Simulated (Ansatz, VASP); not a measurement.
# Si (Si (Fd-3m)): VASP beside Ansatz, part 2 of 2

One calculation is typed for both programs; each brings its own data sets. How far apart do they land? The cell is taken from a series of runs on this material, whose earlier steps may have relaxed, scaled, displaced or heated it; both programs get it as it stands.

VASP 6.6.1 and Ansatz 0.2.0.

So far. Step 3 (VASP: single point, LDA, pair 1): The run ends at a pressure of 0.02 GPa, with forces up to 0.030 eV/Å.

### 5. VASP: single point, LDA, pair 2

Level of this step: LDA; plane waves and PAW (Si) (VASP).

A single point takes one fixed geometry, so differences don't come from the geometry; what else differs is listed under the comparison. This pair takes another cell of the material, with 64 atoms against 2 for the pair before.

Input file INCAR:

```
SYSTEM = Si
PREC = Accurate
ENCUT = 400
EDIFF = 1E-06
NELM = 120
ISMEAR = 0
SIGMA = 0.01
LREAL = Auto
ALGO = Normal
GGA = PW92
NBANDS = 176
LORBIT = 11
LWAVE = .FALSE.
LCHARG = .FALSE.
ISIF = 2
ISYM = 2
LASPH = .TRUE.
GGA_COMPAT = .FALSE.
EFERMI = MIDGAP
KPAR = 2
```

Input file POSCAR:

```
Si
1.0
   10.8039609200      0.0000000000      0.0000000000
    0.0000000000     10.8039609200      0.0000000000
    0.0000000000      0.0000000000     10.8039609200
Si
64
Direct
    0.9999415083      0.9999415083      0.2499415083
    0.9999415083      0.2499415083      0.9999415083
    0.2499415083      0.9999415083      0.9999415083
    0.2499415083      0.2499415083      0.2499415083
    0.1250584917      0.1250584917      0.3750584917
    0.1250584917      0.3750584917      0.1250584917
    0.3750584917      0.1250584917      0.1250584917
    0.3750584917      0.3750584917      0.3750584917
    0.9999415083      0.9999415083      0.7499415083
    0.9999415083      0.2499415083      0.4999415083
    0.2499415083      0.9999415083      0.4999415083
    0.2499415083      0.2499415083      0.7499415083
    0.1250584917      0.1250584917      0.8750584917
    0.1250584917      0.3750584917      0.6250584917
    0.3750584917      0.1250584917      0.6250584917
    0.3750584917      0.3750584917      0.8750584917
    0.9999415083      0.4999415083      0.2499415083
    0.9999415083      0.7499415083      0.9999415083
    0.2499415083      0.4999415083      0.9999415083
    0.2499415083      0.7499415083      0.2499415083
    0.1250584917      0.6250584917      0.3750584917
    0.1250584917      0.8750584917      0.1250584917
    0.3750584917      0.6250584917      0.1250584917
    0.3750584917      0.8750584917      0.3750584917
    0.9999415083      0.4999415083      0.7499415083
    0.9999415083      0.7499415083      0.4999415083
    0.2499415083      0.4999415083      0.4999415083
    0.2499415083      0.7499415083      0.7499415083
    0.1250584917      0.6250584917      0.8750584917
    0.1250584917      0.8750584917      0.6250584917
    0.3750584917      0.6250584917      0.6250584917
    0.3750584917      0.8750584917      0.8750584917
    0.4999415083      0.9999415083      0.2499415083
    0.4999415083      0.2499415083      0.9999415083
    0.7499415083      0.9999415083      0.9999415083
    0.7499415083      0.2499415083      0.2499415083
    0.6250584917      0.1250584917      0.3750584917
    0.6250584917      0.3750584917      0.1250584917
    0.8750584917      0.1250584917      0.1250584917
    0.8750584917      0.3750584917      0.3750584917
    0.4999415083      0.9999415083      0.7499415083
    0.4999415083      0.2499415083      0.4999415083
    0.7499415083      0.9999415083      0.4999415083
    0.7499415083      0.2499415083      0.7499415083
    0.6250584917      0.1250584917      0.8750584917
    0.6250584917      0.3750584917      0.6250584917
    0.8750584917      0.1250584917      0.6250584917
    0.8750584917      0.3750584917      0.8750584917
    0.4999415083      0.4999415083      0.2499415083
    0.4999415083      0.7499415083      0.9999415083
    0.7499415083      0.4999415083      0.9999415083
    0.7499415083      0.7499415083      0.2499415083
    0.6250584917      0.6250584917      0.3750584917
    0.6250584917      0.8750584917      0.1250584917
    0.8750584917      0.6250584917      0.1250584917
    0.8750584917      0.8750584917      0.3750584917
    0.4999415083      0.4999415083      0.7499415083
    0.4999415083      0.7499415083      0.4999415083
    0.7499415083      0.4999415083      0.4999415083
    0.7499415083      0.7499415083      0.7499415083
    0.6250584917      0.6250584917      0.8750584917
    0.6250584917      0.8750584917      0.6250584917
    0.8750584917      0.6250584917      0.6250584917
    0.8750584917      0.8750584917      0.8750584917
```

Input file KPOINTS:

```
Points of the shifted mesh
8
Reciprocal
 0.2500000000  0.2500000000  0.2500000000 1
 0.2500000000  0.2500000000  0.7500000000 1
 0.2500000000  0.7500000000  0.2500000000 1
 0.2500000000  0.7500000000  0.7500000000 1
 0.7500000000  0.2500000000  0.2500000000 1
 0.7500000000  0.2500000000  0.7500000000 1
 0.7500000000  0.7500000000  0.2500000000 1
 0.7500000000  0.7500000000  0.7500000000 1
```

Potentials, in the order of the species: Si (LDA family, release 64).

Started as:

```
$ mpirun -np 8 vasp_std
```

Numbers of over 12 decimals in the logs are rounded to 6 here.

Output:

```text
[banner, memory and clock lines left out]
running    8 mpi-ranks, on    1 nodes
[...]
[... a notice as in an earlier step ...]

 [... a notice as in an earlier step ...]

 LDA part: xc-table for (Slater(with rela. corr.)+PW92), standard interpolation
 POSCAR, INCAR and KPOINTS ok, starting setup
[...]
entering main loop
       N       E                     dE             d eps       ncg     rms          rms(c)
DAV:   1     0.521440477877E+03    0.52144E+03   -0.83493E+04  2816   0.980E+02
DAV:   2    -0.330511167549E+03   -0.85195E+03   -0.80092E+03  3376   0.165E+02
DAV:   3    -0.388483448483E+03   -0.57972E+02   -0.57055E+02  3512   0.391E+01
DAV:   4    -0.389865008323E+03   -0.13816E+01   -0.13722E+01  3480   0.738E+00
[...]
DAV:  10    -0.381191292156E+03   -0.20151E-03   -0.48780E-04  3464   0.434E-02    0.230E-01
DAV:  11    -0.381191511700E+03   -0.21954E-03   -0.24224E-04  3080   0.303E-02    0.406E-02
DAV:  12    -0.381191512330E+03   -0.63063E-06   -0.50065E-06  3264   0.496E-03
   1 F= -.38119151E+03 E0= -.38119151E+03  d E =0.000000E+00
```

Parts of OUTCAR (step 5):

```text
  Total       -0.1409415     -0.1409415     -0.1409415     -0.3984868     -0.3984868     -0.3984868
  in kB       -0.1790608     -0.1790608     -0.1790608     -0.5062623     -0.5062623     -0.5062623
  external PRESSURE =      -0.1790608 kB  Pullay stress =       0.0000000 kB

 POSITION                                       TOTAL-FORCE (eV/Angst)
 -----------------------------------------------------------------------------------
     10.80333     10.80333      2.70036         0.016863      0.016863      0.016863
     10.80333      2.70036     10.80333         0.016863      0.016863      0.016863
      2.70036     10.80333     10.80333         0.016863      0.016863      0.016863
      2.70036      2.70036      2.70036         0.016863      0.016863      0.016863
      1.35113      1.35113      4.05212        -0.016863     -0.016863     -0.016863
      1.35113      4.05212      1.35113        -0.016863     -0.016863     -0.016863
      4.05212      1.35113      1.35113        -0.016863     -0.016863     -0.016863
      4.05212      4.05212      4.05212        -0.016863     -0.016863     -0.016863
     10.80333     10.80333      8.10234         0.016863      0.016863      0.016863
     10.80333      2.70036      5.40135         0.016863      0.016863      0.016863
      2.70036     10.80333      5.40135         0.016863      0.016863      0.016863
      2.70036      2.70036      8.10234         0.016863      0.016863      0.016863
      1.35113      1.35113      9.45410        -0.016863     -0.016863     -0.016863
      1.35113      4.05212      6.75311        -0.016863     -0.016863     -0.016863
[...]
-----------------------------------------------------------------------------------
    total drift:                               -0.000005     -0.000005     -0.000005

  FREE ENERGIE OF THE ION-ELECTRON SYSTEM (eV)
  ---------------------------------------------------
  free  energy   TOTEN  =      -381.1915123302 eV

  energy  without entropy=     -381.1915123302  energy(sigma->0) =     -381.19151233

[... 2 further parts left out ...]
```

The run ends at a pressure of -0.02 GPa, with forces up to 0.029 eV/Å.

### 6. Ansatz: single point, LDA, pair 2

The same cell, functional (in two slightly different forms) and mesh now go to Ansatz.

The cell is taken from a series of runs on this material, whose earlier steps may have relaxed, scaled, displaced or heated it; both programs get it as it stands.

Input file input.yaml:

```yaml
crystal:
  lattice:
    - [10.80396092, 0.0, 0.0]
    - [0.0, 10.80396092, 0.0]
    - [0.0, 0.0, 10.80396092]
  atoms:
    - { symbol: Si, position: [-5.849171396623e-05, -5.849171396623e-05, 0.249941508286] }
    - { symbol: Si, position: [-5.849171396623e-05, 0.249941508286, -5.849171396623e-05] }
    - { symbol: Si, position: [0.249941508286, -5.849171396623e-05, -5.849171396623e-05] }
    - { symbol: Si, position: [0.249941508286, 0.249941508286, 0.249941508286] }
    - { symbol: Si, position: [0.125058491714, 0.125058491714, 0.375058491714] }
    - { symbol: Si, position: [0.125058491714, 0.375058491714, 0.125058491714] }
    - { symbol: Si, position: [0.375058491714, 0.125058491714, 0.125058491714] }
    - { symbol: Si, position: [0.375058491714, 0.375058491714, 0.375058491714] }
    - { symbol: Si, position: [-5.849171396623e-05, -5.849171396623e-05, 0.749941508286] }
    - { symbol: Si, position: [-5.849171396623e-05, 0.249941508286, 0.499941508286] }
    - { symbol: Si, position: [0.249941508286, -5.849171396623e-05, 0.499941508286] }
    - { symbol: Si, position: [0.249941508286, 0.249941508286, 0.749941508286] }
    - { symbol: Si, position: [0.125058491714, 0.125058491714, 0.875058491714] }
    - { symbol: Si, position: [0.125058491714, 0.375058491714, 0.625058491714] }
    - { symbol: Si, position: [0.375058491714, 0.125058491714, 0.625058491714] }
    - { symbol: Si, position: [0.375058491714, 0.375058491714, 0.875058491714] }
    - { symbol: Si, position: [-5.849171396623e-05, 0.499941508286, 0.249941508286] }
    - { symbol: Si, position: [-5.849171396623e-05, 0.749941508286, -5.849171396623e-05] }
    - { symbol: Si, position: [0.249941508286, 0.499941508286, -5.849171396623e-05] }
    - { symbol: Si, position: [0.249941508286, 0.749941508286, 0.249941508286] }
    - { symbol: Si, position: [0.125058491714, 0.625058491714, 0.375058491714] }
    - { symbol: Si, position: [0.125058491714, 0.875058491714, 0.125058491714] }
    - { symbol: Si, position: [0.375058491714, 0.625058491714, 0.125058491714] }
    - { symbol: Si, position: [0.375058491714, 0.875058491714, 0.375058491714] }
    - { symbol: Si, position: [-5.849171396623e-05, 0.499941508286, 0.749941508286] }
    - { symbol: Si, position: [-5.849171396623e-05, 0.749941508286, 0.499941508286] }
    - { symbol: Si, position: [0.249941508286, 0.499941508286, 0.499941508286] }
    - { symbol: Si, position: [0.249941508286, 0.749941508286, 0.749941508286] }
    - { symbol: Si, position: [0.125058491714, 0.625058491714, 0.875058491714] }
    - { symbol: Si, position: [0.125058491714, 0.875058491714, 0.625058491714] }
    - { symbol: Si, position: [0.375058491714, 0.625058491714, 0.625058491714] }
    - { symbol: Si, position: [0.375058491714, 0.875058491714, 0.875058491714] }
    - { symbol: Si, position: [0.499941508286, -5.849171396623e-05, 0.249941508286] }
    - { symbol: Si, position: [0.499941508286, 0.249941508286, -5.849171396623e-05] }
    - { symbol: Si, position: [0.749941508286, -5.849171396623e-05, -5.849171396623e-05] }
    - { symbol: Si, position: [0.749941508286, 0.249941508286, 0.249941508286] }
    - { symbol: Si, position: [0.625058491714, 0.125058491714, 0.375058491714] }
    - { symbol: Si, position: [0.625058491714, 0.375058491714, 0.125058491714] }
    - { symbol: Si, position: [0.875058491714, 0.125058491714, 0.125058491714] }
    - { symbol: Si, position: [0.875058491714, 0.375058491714, 0.375058491714] }
    - { symbol: Si, position: [0.499941508286, -5.849171396623e-05, 0.749941508286] }
    - { symbol: Si, position: [0.499941508286, 0.249941508286, 0.499941508286] }
    - { symbol: Si, position: [0.749941508286, -5.849171396623e-05, 0.499941508286] }
    - { symbol: Si, position: [0.749941508286, 0.249941508286, 0.749941508286] }
    - { symbol: Si, position: [0.625058491714, 0.125058491714, 0.875058491714] }
    - { symbol: Si, position: [0.625058491714, 0.375058491714, 0.625058491714] }
    - { symbol: Si, position: [0.875058491714, 0.125058491714, 0.625058491714] }
    - { symbol: Si, position: [0.875058491714, 0.375058491714, 0.875058491714] }
    - { symbol: Si, position: [0.499941508286, 0.499941508286, 0.249941508286] }
    - { symbol: Si, position: [0.499941508286, 0.749941508286, -5.849171396623e-05] }
    - { symbol: Si, position: [0.749941508286, 0.499941508286, -5.849171396623e-05] }
    - { symbol: Si, position: [0.749941508286, 0.749941508286, 0.249941508286] }
    - { symbol: Si, position: [0.625058491714, 0.625058491714, 0.375058491714] }
    - { symbol: Si, position: [0.625058491714, 0.875058491714, 0.125058491714] }
    - { symbol: Si, position: [0.875058491714, 0.625058491714, 0.125058491714] }
    - { symbol: Si, position: [0.875058491714, 0.875058491714, 0.375058491714] }
    - { symbol: Si, position: [0.499941508286, 0.499941508286, 0.749941508286] }
    - { symbol: Si, position: [0.499941508286, 0.749941508286, 0.499941508286] }
    - { symbol: Si, position: [0.749941508286, 0.499941508286, 0.499941508286] }
    - { symbol: Si, position: [0.749941508286, 0.749941508286, 0.749941508286] }
    - { symbol: Si, position: [0.625058491714, 0.625058491714, 0.875058491714] }
    - { symbol: Si, position: [0.625058491714, 0.875058491714, 0.625058491714] }
    - { symbol: Si, position: [0.875058491714, 0.625058491714, 0.625058491714] }
    - { symbol: Si, position: [0.875058491714, 0.875058491714, 0.875058491714] }
basis:
  ecutwfc: 420.0
  ecutrho_ratio: 4
  xc_grid: 2
  fft_grid_basis: typed
  precision: f64
kpoints:
  mp_grid: { grid: [2, 2, 2], shift: [0.5, 0.5, 0.5] }
hamiltonian:
  xc: lda
  pseudopotentials: { kind: paw }
scf:
  max_iter: 120
  self_checks: high
  occupations: { method: fixed }
checkpoint:
  write: "../host.point.run"
  compress: false
  write_wavefunctions: true
  write_every: 100000
```

Started as:

```
$ ansatz run input.yaml --threads 2 --pin off --max-ram 4710MiB --backend cpu --events-out ev --progress --plain --runs-dir out
```

Output:

```text
[...]
Crystal: 64 atoms, lattice volume = 1261.099 Å³
Basis set: ecut = 420 eV, 24573 PW (Γ), exchange–correlation on 150×150×150 points (8 copies of the dense FFT grid, shifted against one another)
Bands: 192, of which v1, the nominal top of the filled ones, is band 128 counted from 1 (127 counted from 0)
Symmetry: 384 space group operations
[...]
k-points: 2 of 8
[...]
SCF converged after 6 iterations
Free energy (F): -38953.398956 eV
[...]
Internal energy: -38953.398956 eV  (E = F + TS)
E sigma→0 (E₀):  -38953.398956 eV
Fermi energy:    5.934318 eV
[...]
--- Band table (eV) ---
  k-point 0: bands = [... 124 lower, 5.4341, 5.4341, 5.9209, 5.9209, 6.9838, 6.9838, 6.9838, 7.4672, ... 60 higher]
  k-point 1: bands = [... 124 lower, 5.4440, 5.4440, 5.9197, 5.9343, 6.9844, 6.9899, 6.9899, 7.4660, ... 60 higher]
```

### 7. Comparison

What differs besides the data sets and the points named for the pairs above, as far as they apply: the cutoff is 420 eV in Ansatz and 400 eV in VASP (PREC = Accurate, projectors in real space). Total energies have different zeros and are not compared.

Both answers:

```
              quantity  Ansatz   VASP  difference
gap on the k mesh (eV)   1.049  1.050       0.000
```

A gap on the mesh is an upper bound, since the band edges may lie between its points.

### 8. Outcome

| Quantity | Value |
| --- | --- |
| difference in gap on the k mesh (single point, LDA, pair 1) | -5.5e-4 eV |
| difference in gap on the k mesh (single point, LDA, pair 2) | -2.4e-4 eV |

In words: The difference in gap on the k mesh is -5.5e-4 eV (single point, LDA, pair 1), within the 0.08 eV picked in this series as the mark of a large difference. How closely two codes agree says nothing of how well the functional describes the real material.

[Lines on the potential files, build, host, timing and source positions are cut from VASP's logs without a mark.]

[Logs are printed without paths, hosts, clocks, repeated set-up lines and the standing remarks that a program may print on its own settings, such as how far it seeks lower states.]

[Hosts, paths, dates, database ids (printed as entryN), source tags and the programs' standing remarks are cut or masked in the printed files.]
